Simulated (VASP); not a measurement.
Input for VASP

INCAR:
```
EDIFF=1E-6   # SCF stop (eV)
PREC=Accurate
LCHARG=F
EDIFFG=-0.02   # ionic stop
LASPH=T   # aspherical one-centre terms
LREAL=F   # projection in real space or not
ISIF=3
LMAXMIX=4   # l cut-off of mixed one-centre charges
NSW=60   # most ionic steps
LWAVE=F
METAGGA=R2SCAN
SIGMA=0.05   # width (eV)
ENCUT=400   # plane-wave cut-off (eV)
ISMEAR=0
LMIXTAU=T
IBRION=2   # conjugate gradients
SYSTEM=MoTe2
ALGO=Normal   # blocked Davidson
NELM=100   # most electronic steps
```

**KPOINTS**
```
Automatic
0
Gamma
7 7 2
```

**POSCAR**
```
MoTe2
1
    1.7765342594    -3.0770471664     0.0000000000
    1.7765342594     3.0770471664     0.0000000000
    0.0000000000    -0.0000000000    14.6429609296
Te Mo
4 2
Direct
  0.3333330000   0.6666670000   0.8721522045
  0.6666670000   0.3333330000   0.3721522045
  0.6666670000   0.3333330000   0.1278477955
  0.3333330000   0.6666670000   0.6278477955
  0.3333330000   0.6666670000   0.2500000000
  0.6666670000   0.3333330000   0.7500000000
```

POTCAR, in this order: Te Mo_sv (PBE.64 set). Program: vasp_std.

Q: Write an equivalent input for Ansatz.

A: One equivalent input (not run):
Ansatz 0.2 input:
```yaml
crystal:
  lattice:
    - [1.7765343, -3.0770472, 0.0000000]
    - [1.7765343, 3.0770472, 0.0000000]
    - [0.0000000, 0.0000000, 14.6429609]
  atoms:
    - { symbol: Te, position: [0.3333330, 0.6666670, 0.8721522] }
    - { symbol: Te, position: [0.6666670, 0.3333330, 0.3721522] }
    - { symbol: Te, position: [0.6666670, 0.3333330, 0.1278478] }
    - { symbol: Te, position: [0.3333330, 0.6666670, 0.6278478] }
    - { symbol: Mo, position: [0.3333330, 0.6666670, 0.2500000] }
    - { symbol: Mo, position: [0.6666670, 0.3333330, 0.7500000] }
kpoints:
  mp_grid: { grid: [7, 7, 2] }
hamiltonian:
  xc: r2scan
  pseudopotentials: { kind: paw }
scf:
  occupations: { method: gaussian, width: 0.05 }
  max_iter: 100
relax:
  max_steps: 60
  f_tol: 0.02
  cell: {}
output: { forces: true, stress: true, eigenvalues: true }
```
Limits of the translation: each code has its own PAW files, so the cut-off isn't converted (ENCUT is set for VASP's; basis.ecutwfc is left out, and Ansatz then takes the one that its files recommend); Ansatz stops its SCF on the density residual and VASP on the energy change (EDIFF).

The compound is MoTe2 in the 2H layered structure. This run relaxes it. Symmetry was kept, so distortions that lower it aren't found. The start is the result of an earlier pass.
